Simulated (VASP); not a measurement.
Here is the system:

```yaml
crystal:
  lattice:
    - [8.75833, 0.00000, 0.00000]
    - [0.00000, 8.75833, 0.00000]
    - [0.00000, 0.00000, 8.75833]
  atoms:
    - { symbol: Si, position: [0.49890, 0.99941, 0.99946] }
    - { symbol: Si, position: [0.74912, 0.24959, 0.99944] }
    - { symbol: Si, position: [0.74911, 0.99936, 0.24970] }
    - { symbol: Si, position: [0.99938, 0.99935, 0.99941] }
    - { symbol: Si, position: [0.24969, 0.24964, 0.99917] }
    - { symbol: Si, position: [0.49966, 0.49957, 0.99907] }
    - { symbol: Si, position: [0.74886, 0.74885, 0.99918] }
    - { symbol: Si, position: [0.24970, 0.99908, 0.24976] }
    - { symbol: Si, position: [0.49927, 0.25224, 0.25234] }
    - { symbol: Si, position: [0.74546, 0.49936, 0.25244] }
    - { symbol: Si, position: [0.49964, 0.99897, 0.49966] }
    - { symbol: Si, position: [0.74546, 0.25236, 0.49947] }
    - { symbol: Si, position: [0.74884, 0.99908, 0.74889] }
    - { symbol: Si, position: [0.99944, 0.49883, 0.99948] }
    - { symbol: Si, position: [0.24964, 0.74909, 0.99946] }
    - { symbol: Si, position: [0.99914, 0.24966, 0.24977] }
    - { symbol: Si, position: [0.25228, 0.49914, 0.25235] }
    - { symbol: Si, position: [0.49945, 0.74539, 0.25245] }
    - { symbol: Si, position: [0.99945, 0.99942, 0.49895] }
    - { symbol: Si, position: [0.25227, 0.25225, 0.49925] }
    - { symbol: Si, position: [0.74606, 0.74606, 0.49854] }
    - { symbol: Si, position: [0.24963, 0.99935, 0.74915] }
    - { symbol: Si, position: [0.49946, 0.25237, 0.74548] }
    - { symbol: Si, position: [0.74608, 0.49847, 0.74614] }
    - { symbol: Si, position: [0.99943, 0.74910, 0.24974] }
    - { symbol: Si, position: [0.99905, 0.49962, 0.49968] }
    - { symbol: Si, position: [0.25241, 0.74541, 0.49948] }
    - { symbol: Si, position: [0.99943, 0.24963, 0.74917] }
    - { symbol: Si, position: [0.25239, 0.49940, 0.74549] }
    - { symbol: Si, position: [0.49851, 0.74605, 0.74614] }
    - { symbol: Si, position: [0.99915, 0.74887, 0.74891] }
    - { symbol: C, position: [0.62534, 0.12671, 0.12679] }
    - { symbol: C, position: [0.87416, 0.37546, 0.12661] }
    - { symbol: C, position: [0.87413, 0.12652, 0.37555] }
    - { symbol: C, position: [0.12546, 0.12541, 0.12553] }
    - { symbol: C, position: [0.37558, 0.37551, 0.12569] }
    - { symbol: C, position: [0.62506, 0.62500, 0.12470] }
    - { symbol: C, position: [0.87522, 0.87518, 0.12514] }
    - { symbol: C, position: [0.37558, 0.12561, 0.37561] }
    - { symbol: C, position: [0.61649, 0.38456, 0.38466] }
    - { symbol: C, position: [0.87502, 0.62506, 0.37497] }
    - { symbol: C, position: [0.62502, 0.12462, 0.62507] }
    - { symbol: C, position: [0.87503, 0.37491, 0.62510] }
    - { symbol: C, position: [0.87522, 0.12507, 0.87523] }
    - { symbol: C, position: [0.12673, 0.62529, 0.12679] }
    - { symbol: C, position: [0.37553, 0.87411, 0.12663] }
    - { symbol: C, position: [0.12565, 0.37554, 0.37562] }
    - { symbol: C, position: [0.38462, 0.61643, 0.38464] }
    - { symbol: C, position: [0.62506, 0.87497, 0.37497] }
    - { symbol: C, position: [0.12673, 0.12673, 0.62535] }
    - { symbol: C, position: [0.38458, 0.38456, 0.61655] }
    - { symbol: C, position: [0.62081, 0.62077, 0.62086] }
    - { symbol: C, position: [0.87456, 0.87455, 0.62516] }
    - { symbol: C, position: [0.37550, 0.12654, 0.87416] }
    - { symbol: C, position: [0.62508, 0.37489, 0.87504] }
    - { symbol: C, position: [0.87458, 0.62511, 0.87461] }
    - { symbol: C, position: [0.12657, 0.87414, 0.37557] }
    - { symbol: C, position: [0.12466, 0.62504, 0.62509] }
    - { symbol: C, position: [0.37492, 0.87497, 0.62508] }
    - { symbol: C, position: [0.12657, 0.37548, 0.87419] }
    - { symbol: C, position: [0.37494, 0.62503, 0.87505] }
    - { symbol: C, position: [0.62510, 0.87457, 0.87460] }
    - { symbol: C, position: [0.12508, 0.87521, 0.87531] }
    - { symbol: B, position: [0.49267, 0.49261, 0.49266] }
```
Cell charge +1.

Calculation: HSE06 screened hybrid, VASP's PBE PAW potentials (set 64) (plane waves; VASP). Settings: PREC = Normal, LREAL = Auto, ISYM = 0, NELECT = 254.0, EDIFF = 1E-5, 400 eV cut-off, 1×1×1 Γ-centred mesh, Gaussian smearing of 0.050 eV, potentials Si C B.

The cell is charged, with a uniform compensating background. The supercell is sampled at Γ alone, which is coarse: total energies, pressure and levels can be off, energies of defects by several tenths of an eV.

Task: Predict the energy per atom (σ→0).

Result: 
```json
{
  "energy per atom (σ→0)": "-8.773 eV/atom"
}
```

The cell is a supercell with a defect, built from SiC (zinc blende): B_Si, charge +1. The cell's shape comes from a PBE relaxation. The run is not spin-polarised, so no state with unpaired spins was tried.
